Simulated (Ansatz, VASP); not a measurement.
# SiO2: VASP beside Ansatz, part 2 of 2

Aim: how closely do two programs agree when they are given the same cell, functional and k mesh? The cell is taken from a series of runs on this material, whose earlier steps may have relaxed, scaled, displaced or heated it; both programs get it as it stands.

VASP 6.6.1 and Ansatz 0.2.0.

So far: The starting structure; VASP: G0W0 gap, LDA.

## Step 3: Ansatz: G0W0 gap, LDA

Level of this step: Ansatz beside VASP: Kohn-Sham DFT, plane waves, LDA (Ansatz).

Ansatz runs on its PAW soft_1 files.

The same cell, functional (in two slightly different forms) and mesh now go to Ansatz, which takes its cutoff from its data sets.

input.yaml reads:

```yaml
crystal:
  lattice:
    - [-2.326569, 2.326569, 3.66912]
    - [2.326569, -2.326569, 3.66912]
    - [2.326569, 2.326569, -3.66912]
  atoms:
    - { symbol: Si, position: [0.0, 0.0, 0.0] }
    - { symbol: Si, position: [0.75, 0.25, 0.5] }
    - { symbol: O, position: [1.0098795116, 0.625, 0.8848795116] }
    - { symbol: O, position: [0.375, 0.2598795116, 0.3848795116] }
    - { symbol: O, position: [0.7401204884, 0.125, 0.1151204884] }
    - { symbol: O, position: [0.875, -0.0098795116, 0.6151204884] }
kpoints:
  mp_grid: { grid: [4, 4, 4] }
hamiltonian:
  xc: lda
  pseudopotentials: { kind: paw, azcp: { folder: soft_1 }, xc_functional: pbe }
scf:
  occupations: { method: fixed }
gw:
  n_empty_bands: 317
  ecut_chi: 140
  qp_bands: [v2, c2]
  qp_kpoints: band_edges
  screening: { model: contour_deformation }
```

The run is started by

```
$ ansatz run input.yaml --threads 3 --pin off --max-ram 92160MiB --backend cuda --events-out ev --progress --plain --runs-dir out --devices 1 --max-vram 13GiB
```

Numbers of over 12 decimals in the logs are rounded to 6 here.

The log of the run:

```text
GPUs: using 1 of 1 available (devices: 1).
Engine: ansatz 0.2.0, x86_64-unknown-linux-gnu
Pseudopotentials: kind: paw
Pseudopotential: Si, paw, valence charge 4, recommended cutoff 420 eV (normal), soft_1/Si.paw.azcp
Pseudopotential: O, paw, valence charge 6, recommended cutoff 420 eV (normal), soft_1/O.paw.azcp
Functional definition: SPW92
  exchange = slater_x
  correlation = pw_c
device memory: the entry about to start is reckoned to put 0.7 GiB on a device that reports 33.1 GiB free (of which the cap on the GPU budget leaves the run 13.0 GiB)
GPU FFT provider: cuFFT
GPU libraries: cuBLAS 13.8.2, cuFFT 12.4.0, cuSOLVER 12.3.4
Crystal: 6 atoms, lattice volume = 79.443 Å³
Basis set: ecut = 420 eV, 1557 PW (Γ)
Bands: 22, of which v1, the nominal top of the filled ones, is band 16 counted from 1 (15 counted from 0)
Symmetry: 8 space group operations
Space group: I-42d (ITA 122), of the structure as read, at distance tolerance 4.3e-5 Å
k-points: 13 of 64 (time reversal used)
Non-local potential: Si, projectors of the file, l = 0: 2, l = 1: 2, l = 2: 1
Non-local potential: O, projectors of the file, l = 0: 2, l = 1: 2, l = 2: 1
PAW form: soft (Blöchl's): semilocal exchange-correlation on the pseudo side does not see the compensation charge
PAW frozen core: Si, regenerated for the run's functional, and the local potential with it (the file was generated under x = pbe(κ = 0.804, μ = 0.219515), c = pbe(β = 0.066725))
PAW frozen core: O, regenerated for the run's functional, and the local potential with it (the file was generated under x = pbe(κ = 0.804, μ = 0.219515), c = pbe(β = 0.066725))
PAW one-centre angular grid: Si, 110 points (default); XC on 64 Gauss nodes
PAW one-centre angular grid: O, 110 points (default); XC on 64 Gauss nodes
Initial density: superposition of atomic densities (chi_scale 0.1, normalization cell, long waves kept (reshape's long-wave potential 0.00 eV rms))
Initial wavefunctions: pseudopotential atomic-orbital guess
GPU buffer pool allocated for 46656 grid points (all kernels)
GPU transforms: local potential and band sums: pruned to the plane-wave sphere, on 36×36×36
Functional: x = slater, c = lda
SCF iter   1: F=—  HF=-3448.491354 eV  |F-HF|=—  |Δ(HF+E_count)|=         —  Δρ=1.22e-1  dr2=1.05e1  ethr=3.10e-3  ⟨swp⟩=4.9  Hψ=1438  notcnv=0  defer=45
preconditioner: auto → none  [insulator: Δε(μ)=7.560 eV  Ē_g=17.992 eV  n_scr=14 (ndim 8)  ℏωp=23.6 eV  f_vac=0.071  ε∞_Penn≈2.7]
SCF iter   2: F=—  HF=-3445.741555 eV  |F-HF|=—  |Δ(HF+E_count)|=    2.75e0  Δρ=6.38e-2  dr2=1.40e0  ethr=3.10e-3  ⟨swp⟩=3.8  Hψ=821  notcnv=0  defer=38
SCF iter   3: F=—  HF=-3445.343733 eV  |F-HF|=—  |Δ(HF+E_count)|=   3.98e-1  Δρ=1.91e-2  dr2=1.31e-1  ethr=3.10e-3  ⟨swp⟩=2.2  Hψ=578  notcnv=0  defer=36
SCF iter   4: F=—  HF=-3445.330678 eV  |F-HF|=—  |Δ(HF+E_count)|=   1.31e-2  Δρ=1.70e-3  dr2=9.56e-4  ethr=4.10e-4  ⟨swp⟩=2.3  Hψ=412  notcnv=0  defer=52
SCF iter   5: F=—  HF=-3445.330977 eV  |F-HF|=—  |Δ(HF+E_count)|=   2.99e-4  Δρ=2.62e-4  dr2=1.52e-5  ethr=2.99e-6  ⟨swp⟩=2.1  Hψ=486  notcnv=0  defer=52
SCF iter   6: F=—  HF=-3445.330989 eV  |F-HF|=—  |Δ(HF+E_count)|=   1.21e-5  Δρ=4.54e-5  dr2=1.10e-6  ethr=4.76e-8  ⟨swp⟩=2.8  Hψ=528  notcnv=0  defer=36
SCF iter   7: F=-3445.330989 eV  HF=-3445.330989 eV  |F-HF|=2.64e-11  |Δ(HF+E_count)|=   2.06e-7  Δρ=3.10e-6  dr2=2.86e-9  ethr=3.13e-10  ⟨swp⟩=11.8  Hψ=1489  notcnv=0
SCF 1 converged in 7 iterations: F = -3445.330989 eV  dr2 = 2.86e-9
  greatest PAW one-centre occupation: 0.857 electrons in one spin orbital (limit 2), on the O atom at site 5 (counted from 0), in its partial waves of l = 0
device memory: the entry about to start is reckoned to put 0.8 GiB on a device that reports 33.0 GiB free (of which the cap on the GPU budget leaves the run 13.0 GiB)
NSCF: frozen V_eff on 13 k-points, pencils in batches of 32, up to order 88
the band table was solved once the SCF had ended and its energy, with any forces and stress, was formed, with the checks that follow a solve (1524 applications of the Hamiltonian). They found nothing against the state; the energy, forces and stress were not computed again (output.eigenvalues in the input reference)
device memory: the entry about to start is reckoned to put 5.1 GiB on a device that reports 33.1 GiB free (of which the cap on the GPU budget leaves the run 13.0 GiB)
NSCF: frozen V_eff on 13 k-points
G₀W₀ screening: q 1/13
[... further progress lines ...]
device memory: the entry about to start is reckoned to put 0.4 GiB on a device that reports 33.7 GiB free (of which the cap on the GPU budget leaves the run 13.0 GiB)
NSCF: frozen V_eff on 1 k-points
device memory: the entry about to start is reckoned to put 0.4 GiB on a device that reports 33.7 GiB free (of which the cap on the GPU budget leaves the run 13.0 GiB)
NSCF: frozen V_eff on 1 k-points
SCF converged after 7 iterations
Free energy (F): -3445.330989 eV
Harris-Foulkes:  -3445.330989 eV  (|F-HF|=2.64e-11)
Internal energy: -3445.330989 eV  (E = F + TS)
E sigma→0 (E₀):  -3445.330989 eV
Fermi energy:    1.223978 eV
--- Per-component energies (eV) ---
  E_band       = -166.212280
  E_kinetic    = 775.070836
  E_local      = -2100.248722  (includes V_loc(G=0)·N_el)
  E_nonlocal   = 265.052044
  E_hartree    = 771.844623
  E_xc         = -395.998460
  E_vxc        = -461.402552  (∫ρ·V_xc dr)
  E_paw        = -1582.332694  (= ΣΔE_a)
  E_vpaw       = -188.375702  (= ΣTr[D̂ρ^β])
  E_aug_tail   = 0.003398  (compensation charges beyond the density's cutoff)
  E_ewald      = -1179.278362
  E_core_change = 0.556347  (= ΣΔE_core)
  E_smearing   = -0.000000  (= −TS)
  E_closure    = 0.000000  (closes the sum)
  Σ components = -3445.330989   (vs F -3445.330989, Δ=0.00e0)
--- Band table (eV; the first three rows and the last of 13) ---
  k-point 0: bands = [... 12 lower, 0.0384, 0.0987, 1.2240, 1.2240, 7.3456, 9.7459, 12.6347, 12.6347, ... 2 higher]
  k-point 1: bands = [... 12 lower, 0.0478, 0.4826, 1.1519, 1.1645, 8.7151, 10.6517, 11.7986, 12.3124, ... 2 higher]
  k-point 2: bands = [... 12 lower, 0.5879, 0.5879, 1.0717, 1.0717, 10.8854, 10.8854, 11.5533, 11.5533, ... 2 higher]
  k-point 12: bands = [... 12 lower, -0.2754, -0.2754, 1.1880, 1.1880, 10.3380, 10.3380, 10.6833, 10.6833, ... 2 higher]
--- G₀W₀: contour deformation, 6 samples at zero and on the imaginary axis and 2 off it, 64 q-points, 317 empty bands' worth ---
  eigenvalues of the whole cell's RPA ε∞ on this k-mesh (on a slab, of 1 + 4πα/V) = 2.2912, 2.2912, 2.3407; static W/v taken at q = 0 is 0.433380
  bands read: the sum over 333 bands ends inside a degenerate multiplet in 4 slots, whose members it reads at an even weight; the widest, k=2: bands 333 to 334 (counted from 1) at 1/2 each
  gw.qp_kpoints: band_edges: 13 of 13 stored k-points solved, in 1 pass; an edge of the gap read off the rows below is read off those points alone
    ik  band        ε_KS         Σx   Σc(E_QP)       V_xc       Z   E_QP_lin       E_QP  E_QP is
     0    15      1.2240   -26.3104     4.1128   -20.4677  0.8039    -0.5314    -0.5059  root
     0    16      1.2240   -26.3104     4.1128   -20.4677  0.8039    -0.5314    -0.5059  root
     0    17      7.3456    -7.3329    -3.4137   -12.2349  0.8674     8.8452     8.8339  root
     0    18      9.7459    -5.6822    -3.8937   -11.3515  0.8635    11.5400    11.5214  root
     1    15      1.1519   -26.3351     4.1304   -20.4700  0.8034    -0.6085    -0.5827  root
     1    16      1.1645   -26.4251     4.1170   -20.5889  0.8037    -0.5797    -0.5546  root
     1    17      8.7151    -8.1443    -3.4890   -13.2811  0.8592    10.3782    10.3630  root
     1    18     10.6517    -6.0868    -4.0514   -12.0235  0.8577    12.5599    12.5371  root
     2    15      1.0717   -26.6713     4.1305   -20.8277  0.8034    -0.6662    -0.6414  root
     2    16      1.0717   -26.6713     4.1305   -20.8277  0.8034    -0.6662    -0.6414  root
     2    17     10.8854    -7.3695    -3.7621   -12.9501  0.8533    12.7257    12.7038  root
     2    18     10.8854    -7.3695    -3.7621   -12.9501  0.8533    12.7257    12.7038  root
     3    15      1.1237   -26.1075     4.1060   -20.2581  0.8039    -0.6458    -0.6197  root
     3    16      1.1890   -26.4636     4.1242   -20.6200  0.8034    -0.5555    -0.5303  root
     3    17      8.3277    -7.8671    -3.4705   -12.9359  0.8619     9.9400     9.9261  root
     3    18     10.3789    -6.1358    -3.9530   -11.9329  0.8588    12.2443    12.2230  root
     4    15      0.9931   -26.4942     4.1339   -20.6337  0.8029    -0.7591    -0.7335  root
     4    16      1.0927   -26.3424     4.1277   -20.4811  0.8035    -0.6666    -0.6409  root
     4    17     10.0611    -8.2229    -3.7842   -13.8446  0.8531    11.9199    11.8986  root
     4    18     11.0344    -7.6237    -4.0611   -13.6540  0.8523    13.0296    13.0036  root
     5    15      1.0186   -25.8958     4.0937   -20.0474  0.8040    -0.7628    -0.7361  root
     5    16      1.0725   -26.6001     4.1262   -20.7642  0.8031    -0.6620    -0.6372  root
     5    17      9.8456    -8.6253    -3.9649   -14.4802  0.8520    11.7583    11.7356  root
     5    18     10.5195    -6.7262    -3.5849   -12.0235  0.8586    12.2503    12.2319  root
[...]
11    15      1.0342   -26.3452     4.1320   -20.4809  0.8030    -0.7238    -0.6979  root
    11    16      1.0342   -26.3452     4.1320   -20.4809  0.8030    -0.7238    -0.6979  root
    11    17     10.6359    -7.7223    -3.9563   -13.6233  0.8516    12.6054    12.5806  root
    11    18     10.6359    -7.7223    -3.9563   -13.6233  0.8516    12.6054    12.5806  root
    12    15      1.1880   -26.4871     4.1095   -20.6705  0.8036    -0.5437    -0.5190  root
    12    16      1.1880   -26.4871     4.1095   -20.6705  0.8036    -0.5437    -0.5190  root
    12    17     10.3380    -7.6068    -3.6606   -13.0529  0.8541    12.1437    12.1235  root
    12    18     10.3380    -7.6068    -3.6606   -13.0529  0.8541    12.1437    12.1235  root
```

## Step 4: Side by side

Known differences besides the potentials themselves: the two LDA forms differ slightly; fixed occupations in Ansatz, narrow Gaussian smearing in VASP; the cutoff is 420 eV in Ansatz and 440 eV in VASP; VASP's log shows a relativistic correction to its local exchange, Ansatz's none; Ansatz integrates over frequency by contour deformation, VASP on a grid of NOMEGA points; Ansatz's G0W0 levels solve the quasiparticle equation, VASP's are linearised. Total energies have different zeros and are not compared.

Both answers:

```csv
quantity,Ansatz,VASP,difference
G0W0 gap on the mesh (eV),9.34,9.32,+0.02
Kohn-Sham gap under it (eV),6.12,6.12,0.00
```

## Step 5: Summary of results

| Property | Result |
| --- | --- |
| difference in G0W0 gap on the mesh (G0W0 gap, LDA) | 0.016 eV |

What this shows: The difference in G0W0 gap on the mesh is 0.016 eV (G0W0 gap, LDA). How closely two codes agree says nothing of how well the functional describes the real material.

[Lines on the potential files, build, host, timing and source positions are cut from VASP's logs without a mark.]

[Logs are printed without paths, hosts, clocks, repeated set-up lines and the standing remarks that a program may print on its own settings, such as how far it seeks lower states.]

[Hosts, paths, dates, database ids (printed as entryN), source tags and the programs' standing remarks are cut or masked in the printed files.]
